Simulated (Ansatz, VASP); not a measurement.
# SnSe2: VASP beside Ansatz, part 2 of 2

Aim: how closely do two programs agree when they are given the same cell, functional and k mesh? The cell is taken from a series of runs on this material, whose earlier steps may have relaxed, scaled, displaced or heated it; both programs get it as it stands.

VASP 6.6.1 and Ansatz 0.2.0.

So far: The starting structure; Ansatz: zone-centre phonons, PBEsol.

**3. VASP: zone-centre phonons, PBEsol**

Level of this step: PBEsol; plane waves and PAW (Sn_d, Se) (VASP).

The same cell, functional and mesh now go to VASP, with its own data sets.

Lines of VASP's logs that name or quote its potential files are left out, and so is its time.

Contents of INCAR:

```
SYSTEM = SnSe2
PREC = Accurate
ENCUT = 500
EDIFF = 1E-08
NELM = 120
ISMEAR = 0
SIGMA = 0.01
LREAL = .FALSE.
ALGO = Normal
GGA = PS
NBANDS = 19
LORBIT = 11
LWAVE = .FALSE.
LCHARG = .FALSE.
ISIF = 2
IBRION = 8
LASPH = .TRUE.
GGA_COMPAT = .FALSE.
EFERMI = MIDGAP
KPAR = 2
```

Contents of POSCAR:

```
SnSe2
1.0
    3.8178116387      0.0000000000      0.0000000000
   -1.9089058194      3.3063218659      0.0000000000
    0.0000000000      0.0000000000      6.1563051943
Sn Se
1 2
Direct
    0.0000000000      0.0000000000      0.0000000000
    0.3333333333      0.6666666667      0.2577212256
    0.6666666667      0.3333333333      0.7422787744
```

Contents of KPOINTS:

```
Automatic mesh
0
Gamma
12 12 6
0 0 0
```

The projector-augmented-wave data sets are Sn_d and Se (PBE family, release 64).

On the command line:

```console
$ mpirun -np 2 vasp_std
```

Numbers of over 12 decimals in the logs are rounded to 6 here.

The program printed:

```text
[banner, memory and clock lines left out]
running    2 mpi-ranks, on    1 nodes
 distrk:  each k-point on    1 cores,    2 groups
 distr:  one band on    1 cores,    1 groups

 POSCAR found type information on POSCAR SnSe
 POSCAR found :  2 types and       3 ions
|                                                                             |
|               ----> ADVICE to this user running VASP <----                  |
|                                                                             |
|     You enforced a specific xc type in the INCAR file but a different       |
|     [... a line on the potential file left out ...]
|     I HOPE YOU KNOW WHAT YOU ARE DOING!                                     |
|                                                                             |

 LDA part: xc-table for (Slater+PW92), standard interpolation
 POSCAR, INCAR and KPOINTS ok, starting setup
 FFT: planning ... GRIDC
 FFT: planning ... GRID_SOFT
 FFT: planning ... GRID
 WAVECAR not read
 entering main loop
       N       E                     dE             d eps       ncg     rms          rms(c)
DAV:   1     0.199589343217E+03    0.19959E+03   -0.12049E+04  3872   0.152E+03
DAV:   2     0.927293307604E+01   -0.19032E+03   -0.18432E+03  4129   0.386E+02
DAV:   3    -0.125153492686E+02   -0.21788E+02   -0.21187E+02  4743   0.115E+02
DAV:   4    -0.132306201708E+02   -0.71527E+00   -0.71397E+00  4555   0.219E+01
DAV:   5    -0.132474145147E+02   -0.16794E-01   -0.16793E-01  5222   0.352E+00    0.493E+00
DAV:   6    -0.130112562130E+02    0.23616E+00   -0.47548E-01  5621   0.787E+00    0.313E+00
DAV:   7    -0.129856408600E+02    0.25615E-01   -0.14024E-01  4522   0.266E+00    0.900E-01
DAV:   8    -0.129837249502E+02    0.19159E-02   -0.10745E-02  4784   0.101E+00    0.255E-01
DAV:   9    -0.129837565109E+02   -0.31561E-04   -0.11414E-03  4158   0.255E-01    0.744E-02
DAV:  10    -0.129837575802E+02   -0.10693E-05   -0.94839E-05  4816   0.632E-02    0.283E-02
DAV:  11    -0.129837691745E+02   -0.11594E-04   -0.21738E-05  4016   0.265E-02    0.597E-03
DAV:  12    -0.129837692551E+02   -0.80574E-07   -0.12026E-06  5189   0.852E-03    0.468E-03
DAV:  13    -0.129837695186E+02   -0.26352E-06   -0.85197E-07  4043   0.560E-03    0.175E-03
DAV:  14    -0.129837695437E+02   -0.25166E-07   -0.37104E-08  4466   0.113E-03    0.796E-04
DAV:  15    -0.129837695463E+02   -0.25157E-08   -0.85099E-09  3302   0.645E-04
   1 F= -.12983770E+02 E0= -.12983770E+02  d E =0.000000E+00
 Linear response reoptimize wavefunctions to high precision
DAV:   1    -0.129837695604E+02   -0.14116E-07   -0.14979E-09  3392   0.236E-04
DAV:   2    -0.129837695604E+02    0.50022E-11   -0.10204E-10  2197   0.867E-05
 Linear response DOF=           4
 Linear response progress:
  Degree of freedom:   1/  4
       N       E                     dE             d eps       ncg     rms          rms(c)
RMM:   1    -0.209723800524E+00   -0.20972E+00    0.80124E-01 11058   0.132E+01
RMM:   2    -0.215103562457E+00   -0.53798E-02   -0.13422E-02 16533   0.895E-01    0.676E-02
RMM:   3    -0.215003456169E+00    0.10011E-03   -0.10457E-03 17930   0.230E-01    0.364E-02
RMM:   4    -0.214757321413E+00    0.24613E-03   -0.75036E-05 18435   0.684E-02    0.164E-02
RMM:   5    -0.214656209693E+00    0.10111E-03   -0.10623E-05 18237   0.246E-02    0.529E-03
RMM:   6    -0.214655881574E+00    0.32812E-06   -0.11156E-06 19360   0.823E-03    0.180E-03
RMM:   7    -0.214662721034E+00   -0.68395E-05   -0.27918E-07 19473   0.286E-03    0.146E-04
RMM:   8    -0.214662896751E+00   -0.17572E-06   -0.19735E-07 19551   0.106E-03    0.418E-05
RMM:   9    -0.214663116404E+00   -0.21965E-06   -0.83955E-08 19938   0.457E-04    0.243E-05
RMM:  10    -0.214662924799E+00    0.19160E-06   -0.15976E-08 20123   0.214E-04    0.906E-06
RMM:  11    -0.214662918874E+00    0.59252E-08   -0.16712E-10 20105   0.110E-04    0.607E-06
 first order change of Fermi-energy   0.23642E-04
 force on displaced ion       1 direction 1 :  -5.230   0.000   0.000
 Linear response progress:
  Degree of freedom:   2/  4
       N       E                     dE             d eps       ncg     rms          rms(c)
RMM:   1    -0.224430305603E+00   -0.22443E+00    0.83735E-01  4667   0.136E+01
RMM:   2    -0.228694188958E+00   -0.42639E-02   -0.14954E-02  6873   0.893E-01    0.110E-01
RMM:   3    -0.227818822156E+00    0.87537E-03   -0.12497E-03  7255   0.245E-01    0.632E-02
RMM:   4    -0.227181971877E+00    0.63685E-03   -0.21550E-04  7421   0.914E-02    0.301E-02
RMM:   5    -0.226835597592E+00    0.34637E-03   -0.10746E-04  7432   0.541E-02    0.785E-03
RMM:   6    -0.226843748221E+00   -0.81506E-05   -0.95058E-06  7695   0.173E-02    0.187E-03
RMM:   7    -0.226873032857E+00   -0.29285E-04   -0.10925E-05  7864   0.658E-03    0.120E-03
RMM:   8    -0.226876081055E+00   -0.30482E-05   -0.38931E-06  7712   0.225E-03    0.386E-04
RMM:   9    -0.226877899051E+00   -0.18180E-05   -0.15991E-06  7990   0.911E-04    0.720E-05
RMM:  10    -0.226878038788E+00   -0.13974E-06   -0.10150E-06  8219   0.356E-04    0.241E-05
RMM:  11    -0.226878520853E+00   -0.48207E-06   -0.99928E-07  7874   0.153E-04    0.940E-06
RMM:  12    -0.226878493887E+00    0.26966E-07   -0.42731E-07  8326   0.566E-05    0.469E-06
RMM:  13    -0.226878453662E+00    0.40225E-07   -0.24195E-07  8278   0.239E-05    0.146E-06
RMM:  14    -0.226878467469E+00   -0.13807E-07   -0.58705E-08  7702   0.125E-05    0.454E-07
RMM:  15    -0.226878459248E+00    0.82215E-08    0.85361E-08  6318   0.806E-06    0.258E-07
 first order change of Fermi-energy   0.12519E-03
 force on displaced ion       1 direction 3 :   0.000  -0.000 -14.924
 Linear response progress:
  Degree of freedom:   3/  4
       N       E                     dE             d eps       ncg     rms          rms(c)
RMM:   1    -0.800882715219E-01   -0.80088E-01    0.64038E-02 37773   0.143E+00
RMM:   2    -0.796272741446E-01    0.46100E-03   -0.19194E-03 28098   0.269E-01    0.837E-02
RMM:   3    -0.798455426415E-01   -0.21827E-03   -0.22902E-04 31879   0.799E-02    0.433E-02
RMM:   4    -0.801247246621E-01   -0.27918E-03   -0.54720E-05 31937   0.455E-02    0.688E-03
RMM:   5    -0.801327848197E-01   -0.80602E-05   -0.23367E-06 32901   0.103E-02    0.305E-03
RMM:   6    -0.801249260965E-01    0.78587E-05   -0.96372E-08 33185   0.300E-03    0.115E-03
RMM:   7    -0.801262648768E-01   -0.13388E-05    0.12006E-07 33774   0.945E-04    0.232E-04
RMM:   8    -0.801268593493E-01   -0.59447E-06    0.53609E-07 34814   0.312E-04    0.608E-05
RMM:   9    -0.801265780492E-01    0.28130E-06    0.48115E-07 34981   0.988E-05    0.665E-06
RMM:  10    -0.801265818692E-01   -0.38200E-08    0.43565E-08 36227   0.296E-05    0.364E-06
 first order change of Fermi-energy  -0.13609E-04
 force on displaced ion       2 direction 1 :  -3.356  -0.001  -0.000
 Linear response progress:
  Degree of freedom:   4/  4
       N       E                     dE             d eps       ncg     rms          rms(c)
RMM:   1    -0.996617096951E-01   -0.99662E-01    0.67362E-02  8437   0.153E+00
RMM:   2    -0.977441323554E-01    0.19176E-02   -0.22562E-03  6760   0.255E-01    0.918E-02
RMM:   3    -0.976050484631E-01    0.13908E-03   -0.27070E-04  7264   0.806E-02    0.436E-02
RMM:   4    -0.975944947505E-01    0.10554E-04   -0.27126E-05  7372   0.396E-02    0.200E-02
RMM:   5    -0.976175606765E-01   -0.23066E-04   -0.10969E-05  7258   0.223E-02    0.580E-03
RMM:   6    -0.976183326423E-01   -0.77197E-06   -0.92501E-07  7385   0.664E-03    0.141E-03
RMM:   7    -0.976192616662E-01   -0.92902E-06    0.33164E-08  7496   0.161E-03    0.500E-04
RMM:   8    -0.976193324206E-01   -0.70754E-07    0.14453E-07  7134   0.712E-04    0.123E-04
RMM:   9    -0.976192970186E-01    0.35402E-07    0.48896E-08  7325   0.264E-04    0.539E-05
RMM:  10    -0.976192040372E-01    0.92981E-07    0.14208E-08  8111   0.784E-05    0.156E-05
RMM:  11    -0.976192166864E-01   -0.12649E-07   -0.50457E-08  7350   0.310E-05    0.633E-06
RMM:  12    -0.976192242525E-01   -0.75661E-08   -0.18623E-08  8040   0.134E-05    0.143E-06
 first order change of Fermi-energy  -0.40784E+00
 force on displaced ion       2 direction 3 :   0.000  -0.000  -8.452
 Linear response finished
```

OUTCAR, selected parts (step 3):

```text
ion  position               nearest neighbor table
   1  0.000  0.000  0.000-   2 2.72   3 2.72   2 2.72   3 2.72   3 2.72   2 2.72
   2  0.333  0.667  0.258-   1 2.72   1 2.72   1 2.72
   3  0.667  0.333  0.742-   1 2.72   1 2.72   1 2.72

  LATTYP: Found a hexagonal cell.
 ALAT       =     3.8178116387
 C/A-ratio  =     1.6125219830

 Subroutine GETGRP returns: Found 12 space group operations
 (whereof 12 operations were pure point group operations)

The static configuration has the point symmetry D_3d.

 Found    100 irreducible k-points:

   k-points           NKPTS =    100   k-points in BZ     NKDIM =    100   number of bands    NBANDS=     19

   dimension x,y,z NGX =    28 NGY =   28 NGZ =   48
   dimension x,y,z NGXF=    56 NGYF=   56 NGZF=   96

   ENCUT  =  500.0 eV  36.75 Ry    6.06 a.u.   6.96  6.96 11.22*2*pi/ulx,y,z

   NELECT =      26.0000    total number of electrons

 k-points in reciprocal lattice and weights: Automatic mesh
   0.00000000  0.00000000  0.00000000       0.001
   0.08333333 -0.00000000  0.00000000       0.007
   0.16666667 -0.00000000  0.00000000       0.007
   0.25000000 -0.00000000  0.00000000       0.007
   0.33333333  0.00000000  0.00000000       0.007
   0.41666667  0.00000000  0.00000000       0.007
   0.50000000 -0.00000000  0.00000000       0.003
   0.08333333  0.08333333  0.00000000       0.007
   0.16666667  0.08333333  0.00000000       0.014
[...]
0.33333333  0.25000000  0.50000000       0.014
   0.33333333  0.33333333  0.50000000       0.002

 average (electrostatic) potential at core
       1-102.5229       2 -53.3763       3 -53.3763

  Total        0.0467984      0.0467984      0.0534007     -0.0000000      0.0000000      0.0000000
  in kB        0.9648546      0.9648546      1.1009765     -0.0000000      0.0000000      0.0000000
  external PRESSURE =       1.0102285 kB  Pullay stress =       0.0000000 kB

  energy-cutoff  :      500.00
  volume of cell :       77.71
      direct lattice vectors                 reciprocal lattice vectors
     3.817811639  0.000000000  0.000000000     0.261930156  0.151225446  0.000000000
    -1.908905819  3.306321866  0.000000000     0.000000000  0.302450893  0.000000000
     0.000000000  0.000000000  6.156305194     0.000000000  0.000000000  0.162435092

 POSITION                                       TOTAL-FORCE (eV/Angst)
 -----------------------------------------------------------------------------------
      0.00000      0.00000      0.00000        -0.000000      0.000000      0.000000
     -0.00000      2.20421      1.58661         0.000000      0.000000      0.019564
      1.90891      1.10211      4.56969        -0.000000      0.000000     -0.019564
 -----------------------------------------------------------------------------------
    total drift:                               -0.000000      0.000000      0.000000

 Eigenvectors and eigenvalues of the dynamical matrix
 ----------------------------------------------------

   1 f  =    7.338378 THz    46.108391 2PiTHz  244.781955 cm-1    30.349081 meV
             X         Y         Z           dx          dy          dz
      0.000000  0.000000  0.000000     0.000000    0.000000   -0.755343
     -0.000000  2.204215  1.586611     0.000000    0.000000    0.463388
      1.908906  1.102107  4.569695    -0.000000   -0.000000    0.463388

   2 f  =    5.403173 THz    33.949140 2PiTHz  180.230465 cm-1    22.345720 meV
             X         Y         Z           dx          dy          dz
      0.000000  0.000000  0.000000     0.000000    0.000000   -0.000000
     -0.000000  2.204215  1.586611     0.000000    0.000000    0.707107
      1.908906  1.102107  4.569695    -0.000000   -0.000000   -0.707107

   3 f  =    4.340162 THz    27.270043 2PiTHz  144.772227 cm-1    17.949460 meV
             X         Y         Z           dx          dy          dz
      0.000000  0.000000  0.000000     0.725612   -0.212382    0.000000
     -0.000000  2.204215  1.586611    -0.444172    0.130006    0.000000
      1.908906  1.102107  4.569695    -0.444172    0.130006    0.000000

   4 f  =    4.340162 THz    27.270043 2PiTHz  144.772227 cm-1    17.949460 meV
             X         Y         Z           dx          dy          dz
      0.000000  0.000000  0.000000     0.212382    0.725612    0.000000
     -0.000000  2.204215  1.586611    -0.130006   -0.444172   -0.000000
      1.908906  1.102107  4.569695    -0.130006   -0.444172    0.000000

   5 f  =    3.564123 THz    22.394045 2PiTHz  118.886346 cm-1    14.740022 meV
             X         Y         Z           dx          dy          dz
      0.000000  0.000000  0.000000    -0.000000   -0.000000    0.000000
     -0.000000  2.204215  1.586611     0.678635   -0.198632    0.000000
      1.908906  1.102107  4.569695    -0.678635    0.198632    0.000000

   6 f  =    3.564123 THz    22.394045 2PiTHz  118.886346 cm-1    14.740022 meV
             X         Y         Z           dx          dy          dz
      0.000000  0.000000  0.000000    -0.000000   -0.000000   -0.000000
     -0.000000  2.204215  1.586611     0.198632    0.678635   -0.000000
      1.908906  1.102107  4.569695    -0.198632   -0.678635    0.000000

   7 f/i=    0.002427 THz     0.015250 2PiTHz    0.080960 cm-1     0.010038 meV
             X         Y         Z           dx          dy          dz
      0.000000  0.000000  0.000000    -0.000000    0.000000    0.655329
     -0.000000  2.204215  1.586611    -0.000000    0.000000    0.534108
      1.908906  1.102107  4.569695    -0.000000    0.000000    0.534108

   8 f/i=    0.003281 THz     0.020616 2PiTHz    0.109446 cm-1     0.013570 meV
             X         Y         Z           dx          dy          dz
      0.000000  0.000000  0.000000     0.603541   -0.253217    0.000000
     -0.000000  2.204215  1.586611     0.492981   -0.206831    0.000000
      1.908906  1.102107  4.569695     0.492981   -0.206831    0.000000

   9 f/i=    0.003281 THz     0.020616 2PiTHz    0.109446 cm-1     0.013570 meV
             X         Y         Z           dx          dy          dz
      0.000000  0.000000  0.000000    -0.253217   -0.603541   -0.000000
     -0.000000  2.204215  1.586611    -0.206831   -0.492981   -0.000000
      1.908906  1.102107  4.569695    -0.206831   -0.492981   -0.000000

 ELASTIC MODULI CONTR FROM IONIC RELAXATION (kBar)
 Direction    XX          YY          ZZ          XY          YZ          ZX
 --------------------------------------------------------------------------------
 XX        -144.0604   -127.6727   -347.9335      0.0000     39.9757     -0.0000
 YY        -127.6727   -144.0604   -347.9335      0.0000    -39.9757      0.0000
 ZZ        -347.9335   -347.9335   -891.0047      0.0000     -0.0000      0.0000
 XY           0.0000      0.0000      0.0000     -8.1938      0.0000     51.2260
 YZ          39.9757    -39.9757     -0.0000      0.0000   -195.0312      0.0000
 ZX          -0.0000      0.0000      0.0000     51.2260      0.0000   -320.2537
 --------------------------------------------------------------------------------
```

**4. Comparison**

Known differences besides the potentials themselves: fixed occupations in Ansatz, narrow Gaussian smearing in VASP; VASP's run holds the zone centre alone; the data sets hold 46 valence electrons in Ansatz (on its default PAW (the set named soft_2) files) and 26 in VASP; the cutoff is 420 eV in Ansatz and 500 eV in VASP; Ansatz makes its cores anew for this functional, VASP keeps those of its PBE data sets. Total energies have different zeros and are not compared.

Both answers:

| quantity | Ansatz | VASP | difference |
| --- | --- | --- | --- |
| optical mode 1 to 2 (cm⁻¹) | 118.6 | 118.9 | -0.24 % |
| optical mode 3 to 4 (cm⁻¹) | 144.1 | 144.8 | -0.49 % |
| optical mode 5 (cm⁻¹) | 179.9 | 180.2 | -0.19 % |
| optical mode 6 (cm⁻¹) | 243.9 | 244.8 | -0.37 % |

Modes are paired by rising frequency, not by their patterns, so a pair may set unlike modes beside each other; they are those without the splitting of longitudinal modes.

**5. Summary of results**

```yaml
r_m_s_difference_of_the_optical_zone_centre_modes_each_program_s_sorted_by_frequency_zone_centre_phonons_pbesol: 0.59 cm⁻¹
```

**Reading.** The r.m.s. difference of the optical zone-centre modes, each program's sorted by frequency is 0.59 cm⁻¹ (zone-centre phonons, PBEsol). The data sets hold unlike numbers of valence electrons (46 in Ansatz and 26 in VASP), so part of the differences comes from the potentials. How closely two codes agree says nothing of how well the functional describes the real material.

[Lines on the potential files, build, host, timing and source positions are cut from VASP's logs without a mark.]

[Logs are printed without paths, hosts, clocks, repeated set-up lines and the standing remarks that a program may print on its own settings, such as how far it seeks lower states.]

[Hosts, paths, dates, database ids (printed as entryN), source tags and the programs' standing remarks are cut or masked in the printed files.]
